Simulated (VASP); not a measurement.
RhSe (relaxed from the zinc blende structure, space group F-43m): computed properties

The numbers are results of r2SCAN meta-GGA, VASP's PBE PAW potentials (set 64) (plane waves; VASP), not measurements.

```
Quantity                                                              Result
----------------------------------  ----------------------------------------
space group                                                      F-43m (216)
cell                                 a = b = c = 5.507 Å, α = β = γ = 90.00°
volume per atom                                                20.87 Å³/atom
band gap (over mesh and band path)  none (metal, semimetal or under 0.01 eV)
density                                                           7.24 g/cm³
```

```xyz
2
Lattice="0.0000 2.7533 2.7533 2.7533 0.0000 2.7533 2.7533 2.7533 0.0000" Properties=species:S:1:pos:R:3 pbc="T T T"
Rh     0.0000     0.0000     0.0000
Se     1.3766     1.3766     1.3766
```

The structure was generated: RhSe was put into the zinc blende type (F-43m), which need not be its known phase. It was relaxed first, which changed the volume by -25 %. Symmetry was kept, so distortions that lower it aren't found. The electron count is odd and the run is not spin-polarised, which forces a metal.
